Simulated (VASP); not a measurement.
```yaml
crystal:
  lattice:
    - [0.00000, 3.30000, 3.30000]
    - [3.30000, 0.00000, 3.30000]
    - [3.30000, 3.30000, 0.00000]
  atoms:
    - { symbol: K, position: [0.00000, 0.00000, 0.00000] }
    - { symbol: Br, position: [0.50000, 0.50000, 0.50000] }
```

Method: G0W0 on PBE orbitals, VASP's PBE PAW potentials (set 64) (plane waves; VASP 6.6.1). Numerical set-up: PREC = Normal, 500 eV cut-off, 4×4×4 Γ-centred mesh, Gaussian smearing of 0.010 eV, potentials K_sv_GW Br_GW.

The mesh is coarse and the basis finite, so the quasiparticle values are not converged.

NBANDS = 64, ENCUTGW = 150 eV, NOMEGA = 64. The PBE levels (eV) that the step starts from are:

```tsv
state	KS energy	filling
k1 (0.00, 0.00, 0.00), band 5	-11.85	2
k1 (0.00, 0.00, 0.00), band 6	-0.60	2
k1 (0.00, 0.00, 0.00), band 7	-0.60	2
k1 (0.00, 0.00, 0.00), band 8	-0.60	2
k1 (0.00, 0.00, 0.00), band 9	3.83	0
k1 (0.00, 0.00, 0.00), band 10	7.01	0
k1 (0.00, 0.00, 0.00), band 11	7.01	0
k1 (0.00, 0.00, 0.00), band 12	7.01	0
k8 (-0.25, 0.50, 0.25), band 5	-11.76	2
k8 (-0.25, 0.50, 0.25), band 6	-1.19	2
k8 (-0.25, 0.50, 0.25), band 7	-1.19	2
k8 (-0.25, 0.50, 0.25), band 8	-1.14	2
k8 (-0.25, 0.50, 0.25), band 9	6.79	0
k8 (-0.25, 0.50, 0.25), band 10	6.79	0
k8 (-0.25, 0.50, 0.25), band 11	7.66	0
k8 (-0.25, 0.50, 0.25), band 12	8.38	0
```

### Question
Give the quasiparticle energies and renormalisation factors Z.

### Answer

```csv
state,QP energy (eV),Z
"k1 (0.00, 0.00, 0.00), band 5",-14.68,0.80
"k1 (0.00, 0.00, 0.00), band 6",-2.11,0.80
"k1 (0.00, 0.00, 0.00), band 7",-2.11,0.80
"k1 (0.00, 0.00, 0.00), band 8",-2.11,0.80
"k1 (0.00, 0.00, 0.00), band 9",4.61,0.85
"k1 (0.00, 0.00, 0.00), band 10",8.62,0.84
"k1 (0.00, 0.00, 0.00), band 11",8.62,0.84
"k1 (0.00, 0.00, 0.00), band 12",8.62,0.84
"k8 (-0.25, 0.50, 0.25), band 5",-14.41,0.80
"k8 (-0.25, 0.50, 0.25), band 6",-2.84,0.80
"k8 (-0.25, 0.50, 0.25), band 7",-2.84,0.80
"k8 (-0.25, 0.50, 0.25), band 8",-2.75,0.79
"k8 (-0.25, 0.50, 0.25), band 9",8.04,0.84
"k8 (-0.25, 0.50, 0.25), band 10",8.04,0.84
"k8 (-0.25, 0.50, 0.25), band 11",8.99,0.84
"k8 (-0.25, 0.50, 0.25), band 12",10.40,0.83
```
On the mesh the gap opens from 4.43 to 6.72 eV.

The compound is KBr in the rock salt structure. The cell was not relaxed at this level.
